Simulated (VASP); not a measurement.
All values below come from PBE GGA, VASP's PBE PAW potentials (set 64) (plane waves; VASP 6.6.1).

A VASP calculation is set up with these files.

**POSCAR**
```
Au16S
1.0
  5.8764807549   0.0000000000   0.0000000000
  2.9382408867   5.0891818370   0.0000000000
  0.0000000000   0.0000000000  21.4555708742
Au S
16 1
Cart
  5.8699886958   0.0033639914   7.1117067850
  2.9447324372   0.0033639914   7.1117067850
  7.3456012004   2.5657285869   7.1193999803
  4.4073608225   2.5583548362   7.1617624452
  1.4691232098   0.8252735300   9.5198756873
  4.4073635869   0.8242748437   9.5437275343
  2.9138397389   3.3921426479   9.5691338503
  5.9008879494   3.3921426479   9.5691338503
  5.8965854855   1.6063694507  11.8841673764
  2.9181300907   1.6063694507  11.8841673764
  7.3455984215   4.1613147850  12.0557271574
  4.4073580476   4.1970317247  11.8994656661
  2.8653901177   4.9388741283  14.4246510549
  5.9493320031   4.9388741283  14.4246510549
  1.4691204407   2.5150841389  14.4090551420
  4.4073608101   2.4410364027  14.1312681817
  1.4691202629   0.7438554107  15.9922117468
```

INCAR:
```
SYSTEM = Au16S
PREC = Normal; ENCUT = 400; LREAL = .FALSE.
LASPH = .TRUE.
EDIFF = 1E-6; NELM = 100; NELMIN = 4
ALGO = Normal; LMAXMIX = 6
ISMEAR = 1; SIGMA = 0.1
GGA = PE
LWAVE = .FALSE.; LCHARG = .FALSE.; LORBIT = 11
LVHAR = .TRUE.
DIPOL = 0.5 0.5 0.5
LDIPOL = .TRUE.; IDIPOL = 3
```

File KPOINTS:
```
Automatic
0
Gamma
5 5 1
```

POTCAR, in this order: Au S (PBE.64 set). Program: vasp_std. Read from the step before: WAVECAR.

Output of the run:

OSZICAR:
```
       N       E                     dE             d eps       ncg     rms          rms(c)
DAV:   1    -0.534060779107E+02   -0.53406E+02   -0.11855E-03  2697   0.160E-01    0.806E-02
DAV:   2    -0.534091188534E+02   -0.30409E-02   -0.30622E-02  2935   0.827E-01    0.348E-01
DAV:   3    -0.534058781589E+02    0.32407E-02   -0.20238E-02  3055   0.672E-01    0.118E-02
DAV:   4    -0.534058888044E+02   -0.10645E-04   -0.69163E-05  2119   0.234E-02    0.661E-03
DAV:   5    -0.534058890878E+02   -0.28340E-06   -0.18444E-06  1544   0.469E-03
   1 F= -.53405889E+02 E0= -.53401373E+02  d E =-.135478E-01
```

File OUTCAR:
```
------------------------ aborting loop because EDIFF is reached ----------------------------------------
  FORCE on cell =-STRESS in cart. coord.  units (eV):
  Direction    XX          YY          ZZ          XY          YZ          ZX
  --------------------------------------------------------------------------------------
  Total       -2.9504243     -3.3103971     -0.2021229     -0.0000003      0.3497914      0.0000000
  in kB       -7.3669835     -8.2658080     -0.5046855     -0.0000008      0.8734024      0.0000001
  external PRESSURE =      -5.3791590 kB  Pullay stress =       0.0000000 kB
  volume of cell :      641.66
      direct lattice vectors                 reciprocal lattice vectors
     5.876480755  0.000000000  0.000000000     0.170169876 -0.098247636  0.000000000
     2.938240887  5.089181837  0.000000000     0.000000000  0.196495239  0.000000000
     0.000000000  0.000000000 21.455570874     0.000000000  0.000000000  0.046607942
 POSITION                                       TOTAL-FORCE (eV/Angst)
 -----------------------------------------------------------------------------------
      5.86999      0.00336      7.11171        -0.001425     -0.001396     -0.004580
      2.94473      0.00336      7.11171         0.001425     -0.001396     -0.004580
      7.34560      2.56573      7.11940        -0.000000     -0.010911     -0.002846
      4.40736      2.55835      7.16176        -0.000000     -0.008703     -0.002006
      1.46912      0.82527      9.51988        -0.000000     -0.005565      0.008773
      4.40736      0.82427      9.54373        -0.000000     -0.017206      0.007542
      2.91384      3.39214      9.56913         0.005591     -0.017913     -0.007297
      5.90089      3.39214      9.56913        -0.005591     -0.017913     -0.007297
      5.89659      1.60637     11.88417         0.004156      0.008273      0.006416
      2.91813      1.60637     11.88417        -0.004156      0.008273      0.006416
      7.34560      4.16131     12.05573         0.000000      0.014332      0.013235
      4.40736      4.19703     11.89947         0.000000      0.002848      0.007093
      2.86539      4.93887     14.42465         0.002514      0.019721     -0.009750
      5.94933      4.93887     14.42465        -0.002514      0.019721     -0.009750
      1.46912      2.51508     14.40906         0.000000      0.020461     -0.005077
      4.40736      2.44104     14.13127        -0.000000     -0.004279      0.003894
      1.46912      0.74386     15.99221        -0.000000     -0.008349     -0.000188
 -----------------------------------------------------------------------------------
    total drift:                               -0.000002     -0.000011      0.001758
  FREE ENERGIE OF THE ION-ELECTRON SYSTEM (eV)
  ---------------------------------------------------
  free  energy   TOTEN  =       -53.4058890878 eV

  energy  without entropy=      -53.3923412617  energy(sigma->0) =      -53.40137315

 total charge

# of ion       s       p       d       tot
------------------------------------------
    1        0.545   0.235   8.764   9.544
    2        0.545   0.235   8.764   9.544
    3        0.546   0.235   8.763   9.544
    4        0.539   0.240   8.757   9.536
    5        0.507   0.323   8.755   9.585
    6        0.524   0.298   8.781   9.604
    7        0.525   0.297   8.780   9.603
    8        0.525   0.297   8.780   9.603
    9        0.531   0.308   8.776   9.615
   10        0.531   0.308   8.776   9.615
   11        0.527   0.337   8.731   9.595
   12        0.530   0.307   8.777   9.614
   13        0.567   0.340   8.734   9.641
   14        0.567   0.340   8.734   9.641
   15        0.566   0.340   8.734   9.640
   16        0.524   0.248   8.809   9.581
   17        1.361   2.245   0.000   3.606
--------------------------------------------------
tot          9.962   6.932 140.217 157.111
```
(Selected blocks of OUTCAR.)

The cell is a thin slab with vacuum, built from Au (fcc): (111) face, S adsorbed.
